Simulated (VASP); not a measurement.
Data:

```
CELL_PARAMETERS angstrom
      0.00000     2.72779     2.72779
      2.72779     0.00000     2.72779
      2.72779     2.72779     0.00000
ATOMIC_POSITIONS crystal
  Si 0.00000 0.00000 0.00000
  Si 0.25000 0.25000 0.25000
```

Computed with rev-vdW-DF2, VASP's PBE PAW potentials (set 64) (plane waves; VASP). Settings: 520 eV cut-off, Gaussian smearing of 0.050 eV, potentials Si.

Task: What does the run give for the band gap (along the path) with the smallest direct gap where there is one?

Result: 
The band gap (along the path) comes out as 0.60 eV. The smallest direct gap (along the path) is 2.59 eV.

The compound is Si in the diamond structure. It was relaxed first.
